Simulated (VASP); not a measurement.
**NaCd$_{3}$ (space group I4/mmm): computed properties**

These are PBEsol GGA, VASP's PBE PAW potentials (set 64) (plane waves; VASP) values and carry that method's errors.

```yaml
space_group: I4/mmm (139)
cell: a = b = 4.862 Å, c = 7.186 Å, α = β = γ = 90.00°
volume_per_atom: 21.23 Å³/atom
band gap (over mesh and band path): none (metal, semimetal or under 0.01 eV)
band_gap_with_spin_orbit_coupling: none (metallic)
density: 7.04 g/cm³
```

```cif
data_Cd6Na2
_chemical_formula_sum 'Na2 Cd6'
_space_group_name_H-M_alt 'I4/mmm'
_space_group_IT_number 139
_space_group_name_Hall '-I 4 2'
_cell_length_a 4.86210
_cell_length_b 4.86210
_cell_length_c 7.18612
_cell_angle_alpha 90.000
_cell_angle_beta 90.000
_cell_angle_gamma 90.000
loop_
_atom_site_label
_atom_site_type_symbol
_atom_site_symmetry_multiplicity
_atom_site_Wyckoff_symbol
_atom_site_fract_x
_atom_site_fract_y
_atom_site_fract_z
_atom_site_occupancy
Na1 Na 2 a 0.00000 0.00000 0.00000 1
Cd1 Cd 4 d 0.00000 0.50000 0.25000 1
Cd2 Cd 2 b 0.00000 0.00000 0.50000 1
```
(The calculation used a cell of 4 atoms; values per cell refer to that cell.)

The structure comes from a computed database's NaCd3 entry (I4/mmm); how it stands against other phases isn't given here. It was relaxed first. Symmetry was kept, so distortions that lower it aren't found. The electron count is odd and the run is not spin-polarised, which forces a metal.
